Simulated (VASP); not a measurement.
# TeRu (F-43m) in VASP: further runs

The runs below take TeRu through single point, with PBEsol+U, r2SCAN.

Program: VASP 6.6.1. These are calculated values, not measurements. Logs are shortened: lines on timing, memory, paths and dates and some standing lists are left out, and cuts for length are marked.

### Step 1. Starting point

The structure is cubic, space group F-43m (No. 216). The conventional cell has a = 6.228 Å, b = 6.228 Å, c = 6.228 Å, α = 90.00°, β = 90.00°, γ = 90.00°. Ru (site symmetry -43m) is surrounded by 4 Te at 2.70 Å. Around Te (site symmetry -43m) lie 4 Ru at 2.70 Å.

The cell comes from a database or a generator and needn't be the stable form of this composition.

### Step 2. Single point, PBEsol+U

Contents of INCAR:

```
ALGO = Fast
EDIFF = 1E-7
ENCUT = 520
GGA = PS
ISIF = 2
ISMEAR = 0
LASPH = True
LCHARG = True
LDAU = True
LDAUJ = 0 0
LDAUL = 2 -1
LDAUPRINT = 1
LDAUTYPE = 2
LDAUU = 6 0
LELF = True
LMAXMIX = 4
LREAL = False
LVHAR = True
LWAVE = False
NELM = 100
PREC = Accurate
SIGMA = 0.05
```

Contents of KPOINTS:

```
k-points
0
Gamma
  5 5 5
```

Contents of POSCAR:

```
TeRu
1.0
    0.0000000000      3.1139297200      3.1139297200
    3.1139297200      0.0000000000      3.1139297200
    3.1139297200      3.1139297200      0.0000000000
Ru Te
1 1
Direct
    0.0000000000      0.0000000000      0.0000000000
    0.2500000000      0.2500000000      0.2500000000
```

Potentials or basis: VASP PAW PBE potentials, release 64 (Ru_pv, Te).

Started as:

```sh
$ cat potpaw_PBE.64/Ru_pv/POTCAR potpaw_PBE.64/Te/POTCAR > POTCAR
$ mpirun -np 1 vasp_std > vasp.out
```

OUTCAR:

```text
EDIFF = 1E-7
   ENCUT = 520
   GGA = PS
   ISIF = 2
   ISMEAR = 0
   LASPH = True
   LREAL = False
   NELM = 100
   PREC = Accurate

 ion  position               nearest neighbor table
   1  0.000  0.000  0.000-   2 2.70   2 2.70   2 2.70   2 2.70
   2  0.250  0.250  0.250-   1 2.70   1 2.70   1 2.70   1 2.70

  LATTYP: Found a face centered cubic cell.
 ALAT       =     6.2278594400

  Lattice vectors:

 A1 = (   0.0000000000,   3.1139297200,   3.1139297200)
 A2 = (   3.1139297200,   0.0000000000,   3.1139297200)
 A3 = (   3.1139297200,   3.1139297200,   0.0000000000)

Analysis of symmetry for initial positions (statically):
=====================================================================
 Subroutine PRICEL returns:
 Original cell was already a primitive cell.

 Routine SETGRP: Setting up the symmetry group for a
 face centered cubic supercell.

 Subroutine GETGRP returns: Found 24 space group operations
 (whereof 24 operations were pure point group operations)
 out of a pool of 48 trial point group operations.

The static configuration has the point symmetry T_d .

Analysis of symmetry for dynamics (positions and initial velocities):
=====================================================================
 Subroutine PRICEL returns:
 Original cell was already a primitive cell.

 Routine SETGRP: Setting up the symmetry group for a
 face centered cubic supercell.

 Subroutine GETGRP returns: Found 24 space group operations
 (whereof 24 operations were pure point group operations)
 out of a pool of 48 trial point group operations.

The dynamic configuration has the point symmetry T_d .

 Subroutine INISYM returns: Found 24 space group operations
 (whereof 24 operations are pure point group operations),
 and found     1 'primitive' translations

----------------------------------------------------------------------------------------

                                     Primitive cell

  volume of cell :      60.3888

  direct lattice vectors                    reciprocal lattice vectors
     0.000000000  3.113929720  3.113929720    -0.160568813  0.160568813  0.160568813
     3.113929720  0.000000000  3.113929720     0.160568813 -0.160568813  0.160568813
     3.113929720  3.113929720  0.000000000     0.160568813  0.160568813 -0.160568813

  length of vectors
     4.403761642  4.403761642  4.403761642     0.278113343  0.278113343  0.278113343

  position of ions in fractional coordinates (direct lattice)
     0.000000000  0.000000000  0.000000000
     0.250000000  0.250000000  0.250000000

  ion indices of the primitive-cell ions
   primitive index   ion index
                 1           1
                 2           2

----------------------------------------------------------------------------------------

 KPOINTS: k-points

Automatic generation of k-mesh.
 Grid dimensions read from file:
 generate k-points for:    5    5    5

 Generating k-lattice:

  Cartesian coordinates                     Fractional coordinates (reciprocal lattice)
    -0.032113763  0.032113763  0.032113763     0.200000000  0.000000000  0.000000000
     0.032113763 -0.032113763  0.032113763     0.000000000  0.200000000  0.000000000
     0.032113763  0.032113763 -0.032113763     0.000000000  0.000000000  0.200000000

  Length of vectors
     0.055622669  0.055622669  0.055622669

  Shift w.r.t. Gamma in fractional coordinates (k-lattice)
     0.000000000  0.000000000  0.000000000

 Subroutine IBZKPT returns following result:
 ===========================================
[... 32 lines left out ...]
   NELM   =    100;   NELMIN=  2; NELMDL= -5     # of ELM steps
   EDIFF  = 0.1E-06   stopping-criterion for ELM
   LREAL  =      F    real-space projection
   EDIFFG = 0.1E-05   stopping-criterion for IOM
   NSW    =      0    number of steps for IOM
   IBRION =     -1    ionic relax: 0-MD 1-quasi-New 2-CG
   NFREE  =      0    steps in history (QN), initial steepest desc. (CG)
   ISIF   =      2    stress and relaxation
   ISYM   =      2    0-nonsym 1-usesym 2-fastsym
   POTIM  = 0.5000    time-step for ionic-motion
   TEBEG  =    0.0;   TEEND  =   0.0 temperature during run
   PSTRESS=    0.0 pullay stress
   NELECT =      20.0000    total number of electrons
   NUPDOWN=      -1.0000    fix difference up-down
   EMIN   =  10.00;   EMAX   =-10.00  energy-range for DOS
   EFERMI =   0.00;   METHOD = LEGACY
   ISMEAR =     0;   SIGMA  =   0.05  broadening in eV -4-tet -1-fermi 0-gaus
   EFERMI_NEDOS =   21; number of points for ismear=-14 and -15
   IALGO  =     68    algorithm
   IMIX   =      4    mixing-type and parameters
     AMIX     =   0.40;   BMIX     =  1.00
     AMIX_MAG =   1.60;   BMIX_MAG =  1.00
  volume/ion in A,a.u.               =      30.19       203.76
  Fermi-wavevector in a.u.,A,eV,Ry     =   1.132659  2.140416 17.455152  1.282917
  Thomas-Fermi vector in A             =   2.269361
   LORBIT       =      0    0 simple, 1 ext, 2 COOP (PROOUT), +10 PAW based schemes
 LDA+U is selected, type is set to LDAUTYPE =  2
   angular momentum for each species LDAUL =     2   -1
   U (eV)           for each species LDAUU =   6.0  0.0
   J (eV)           for each species LDAUJ =   0.0  0.0
   GGA     = PS    functional components
   LHFCALC =     F    Hartree Fock is set to
   AEXX    =    0.0000 exact exchange contribution
   IVDW    =     0    specifies the selected vdW correction
   LEPSILON=     F    determine dielectric tensor
   LRPA    =     F    only Hartree local field effects (RPA)
 non-spin polarized calculation
 RMM-DIIS sequential band-by-band and
 Gauss-broadening in eV      SIGMA  =   0.05
  energy-cutoff  :      520.00
  volume of cell :       60.39
 maximum number of plane-waves:      1642
 NGX is ok and might be reduce to    36
   NGX = 17   NGY = 17   NGZ = 17

atom =   1  type =  1  l = 2

 onsite density matrix

spin component  1

  0.4879 -0.0000  0.0000 -0.0000  0.0000
 -0.0000  0.4879 -0.0000  0.0000  0.0000
  0.0000 -0.0000  0.8214 -0.0000 -0.0000
 -0.0000  0.0000 -0.0000  0.4879 -0.0000
  0.0000  0.0000 -0.0000 -0.0000  0.8214

spin component  2

  0.4879 -0.0000  0.0000 -0.0000  0.0000
 -0.0000  0.4879 -0.0000  0.0000  0.0000
  0.0000 -0.0000  0.8214 -0.0000 -0.0000
 -0.0000  0.0000 -0.0000  0.4879 -0.0000
  0.0000  0.0000 -0.0000 -0.0000  0.8214

 occupancies and eigenvectors

  o =  0.4879  v =  1.0000  0.0000  0.0000  0.0000  0.0000  0.0000  0.0000  0.0000  0.0000  0.0000      0.0000  0.0000  0.0000  0.0000  0.0000  0.0000  0.0000  0.0000  0.0000  0.0000
  o =  0.4879  v =  0.0000  0.8950 -0.0000  0.4460 -0.0000  0.0000  0.0000  0.0000  0.0000  0.0000      0.0000  0.0000  0.0000  0.0000  0.0000  0.0000  0.0000  0.0000  0.0000  0.0000
  o =  0.4879  v =  0.0000  0.0000  0.0000  0.0000  0.0000  1.0000  0.0000  0.0000  0.0000  0.0000      0.0000  0.0000  0.0000  0.0000  0.0000  0.0000  0.0000  0.0000  0.0000  0.0000
  o =  0.4879  v =  0.0000  0.0000  0.0000  0.0000  0.0000  0.0000  0.8950 -0.0000  0.4460 -0.0000      0.0000  0.0000  0.0000  0.0000  0.0000  0.0000  0.0000  0.0000  0.0000  0.0000
  o =  0.4879  v =  0.0000  0.4460  0.0000 -0.8950  0.0000  0.0000  0.0000  0.0000  0.0000  0.0000      0.0000  0.0000  0.0000  0.0000  0.0000  0.0000  0.0000  0.0000  0.0000  0.0000
  o =  0.4879  v =  0.0000  0.0000  0.0000  0.0000  0.0000  0.0000  0.4460  0.0000 -0.8950  0.0000      0.0000  0.0000  0.0000  0.0000  0.0000  0.0000  0.0000  0.0000  0.0000  0.0000
  o =  0.8214  v =  0.0000 -0.0000 -0.9937 -0.0000  0.1123  0.0000  0.0000  0.0000  0.0000  0.0000      0.0000  0.0000  0.0000  0.0000  0.0000  0.0000  0.0000  0.0000  0.0000  0.0000
  o =  0.8214  v =  0.0000  0.0000  0.0000  0.0000  0.0000  0.0000 -0.0000 -0.9937 -0.0000  0.1123      0.0000  0.0000  0.0000  0.0000  0.0000  0.0000  0.0000  0.0000  0.0000  0.0000
  o =  0.8214  v =  0.0000  0.0000  0.0000  0.0000  0.0000  0.0000  0.0000  0.1123  0.0000  0.9937      0.0000  0.0000  0.0000  0.0000  0.0000  0.0000  0.0000  0.0000  0.0000  0.0000
  o =  0.8214  v =  0.0000  0.0000  0.1123  0.0000  0.9937  0.0000  0.0000  0.0000  0.0000  0.0000      0.0000  0.0000  0.0000  0.0000  0.0000  0.0000  0.0000  0.0000  0.0000  0.0000

 number of electron      20.0000002 magnetization

 Free energy of the ion-electron system (eV)
  ---------------------------------------------------
  ext. energy  EPLUGINS =         0.00000000
  ---------------------------------------------------
  free energy    TOTEN  =        -5.61765891 eV

  energy without entropy =       -5.61250754  energy(sigma->0) =       -5.61508323

 E-fermi :   4.9791     XC(G=0):  -9.4610

 val. band max:        4.9678262005   @ k =  -0.4000   0.4000   0.2000
 cond. band min:       5.1904308023   @ k =  -0.4000   0.4000   0.0000
 fundamental gap:      0.2226046018
 Fermi energy:         4.9790976188

 k-point     1 :       0.0000    0.0000    0.0000
  band No.  band energies     occupation
      1     -36.6881      2.00000
      2     -36.6881      2.00000
      3     -36.6881      2.00000
      4      -6.9938      2.00000
      5       1.5529      2.00000
      6       1.5529      2.00000
      7       1.5529      2.00000
      8       2.5235      2.00000
      9       2.5235      2.00000
     10       7.1630      0.00000
     11       7.9172      0.00000
     12       7.9172      0.00000
     13       7.9172      0.00000
     14      10.9965      0.00000
[... 139 lines left out ...]
      1     -36.6932      2.00000
      2     -36.6907      2.00000
      3     -36.6899      2.00000
      4      -6.2390      2.00000
      5       0.6375      2.00000
      6       1.2329      2.00000
      7       1.9887      2.00000
      8       2.8917      2.00000
      9       3.2367      2.00000
     10       4.0872      2.00000
     11       4.9678      1.25012
     12       5.4058      0.00000
     13      10.6454      0.00000
     14      11.1128      0.00000

------------------------ aborting loop because EDIFF is reached ----------------------------------------

  FORCE on cell =-STRESS in cart. coord.  units (eV):
  Direction    XX          YY          ZZ          XY          YZ          ZX
  --------------------------------------------------------------------------------------
  -------------------------------------------------------------------------------------
  Total       -4.4599461     -4.4599461     -4.4599461      0.0000000      0.0000000     -0.0000000
  in kB     -118.3269805   -118.3269805   -118.3269805      0.0000000      0.0000000     -0.0000000
  external PRESSURE =    -118.3269805 kB  Pullay stress =       0.0000000 kB

 VOLUME and BASIS-vectors are now :
 -----------------------------------------------------------------------------
  energy-cutoff  :      520.00
  volume of cell :       60.39
      direct lattice vectors                 reciprocal lattice vectors
     0.000000000  3.113929720  3.113929720    -0.160568813  0.160568813  0.160568813
     3.113929720  0.000000000  3.113929720     0.160568813 -0.160568813  0.160568813
     3.113929720  3.113929720  0.000000000     0.160568813  0.160568813 -0.160568813

 POSITION                                       TOTAL-FORCE (eV/Angst)
 -----------------------------------------------------------------------------------
      0.00000      0.00000      0.00000         0.000000      0.000000     -0.000000
      1.55696      1.55696      1.55696        -0.000000     -0.000000      0.000000
 -----------------------------------------------------------------------------------
    total drift:                               -0.000000     -0.000000     -0.000000

  FREE ENERGIE OF THE ION-ELECTRON SYSTEM (eV)
  ---------------------------------------------------
  free  energy   TOTEN  =        -5.6176589098 eV

  energy  without entropy=       -5.6125075408  energy(sigma->0) =       -5.61508323
```

Wall time 39 s (1 thread of AMD EPYC 7R43 (Zen 3), shared host); peak memory 0.16 GiB.

What came out:

* Free energy: -5.6177 eV
* Pressure: -11.8 GPa
* Band gap on the k mesh: none (metal or under the smearing width)

Levels at points of the mesh, in eV from the Fermi level:
```tsv
k point	band 6	band 7	band 8	band 9	band 10	band 11	band 12	band 13	band 14
(0.00, 0.00, 0.00)	-3.43	-3.43	-2.46	-2.46	2.18	2.94	2.94	2.94	6.02
```

Eigenvalues of the final occupation matrices:
```tsv
site	spin	trace	eigenvalues
site 1 d	1	3.11	0.49 0.49 0.49 0.82 0.82
site 1 d	2	3.11	0.49 0.49 0.49 0.82 0.82
```

Caveat: the PAW data sets were made with another functional, which shifts forces and pressure a little; U without spin polarisation on a metal has little footing; the U is typed as a test and isn't derived for this compound.

### Step 3. Single point, r2SCAN, collinear spin, ferromagnetic start

Contents of INCAR:

```
PREC     = Accurate       # precision mode
ENCUT    = 520            # plane-wave cutoff, eV
EDIFF    = 1E-6           # SCF threshold, eV
ISMEAR   = 0              # smearing method
SIGMA    = 0.05           # smearing width, eV
LREAL    = F              # projectors in reciprocal space
LASPH    = T              # aspherical terms in the spheres
NELM     = 60             # most SCF steps
ALGO     = Normal         # electronic algorithm
ISIF     = 2              # what is computed and relaxed
LWAVE    = F              # write WAVECAR
LCHARG   = F              # write CHGCAR
ISPIN    = 2              # spin polarisation
MAGMOM   = 1 0            # initial moments
LORBIT   = 11             # projections on sites
LMAXMIX  = 4              # l up to which the mixer works
METAGGA  = R2SCAN         # meta-GGA
LMIXTAU  = T
```

Contents of KPOINTS:

```
Automatic mesh
0
Gamma
  5 5 5
```

POSCAR is that of step 2.

Potentials or basis: VASP PAW PBE potentials, release 64 (Ru_pv, Te).

Started as:

```sh
$ cat potpaw_PBE.64/Ru_pv/POTCAR potpaw_PBE.64/Te/POTCAR > POTCAR
$ mpirun -np 1 vasp_std > vasp.out
```

Wall time 50 s (1 thread of Intel Xeon 6975P-C (Granite Rapids), shared host); peak memory 0.26 GiB.

It converged, with:

| Quantity | Value |
| --- | --- |
| Free energy | -49.8114 eV |
| Pressure | -11.4 GPa |
| Band gap on the k mesh | none (metal or under the smearing width) |
| Net moment | 0.73 μB per cell |
| Site moments | Ru +0.69; Te -0.04 μB |
| Valence electrons inside the program's atomic spheres | Ru 12.46; Te 3.36 |

Levels at points of the mesh, in eV from the Fermi level:
Spin up:
| k point | band 7 | band 8 | band 9 | band 10 | band 11 | band 12 | band 13 | band 14 |
| --- | --- | --- | --- | --- | --- | --- | --- | --- |
| (0.00, 0.00, 0.00) | -4.06 | -1.48 | -1.48 | 2.54 | 2.55 | 2.55 | 2.55 | 6.18 |
Spin down:
```tsv
k point	band 6	band 7	band 8	band 9	band 10	band 11	band 12	band 13
(0.00, 0.00, 0.00)	-3.66	-3.66	-1.27	-1.27	2.74	3.15	3.15	3.15
```

Caveat: the PAW data sets were made with another functional, which shifts forces and pressure a little.

[end of part 1 of 2]
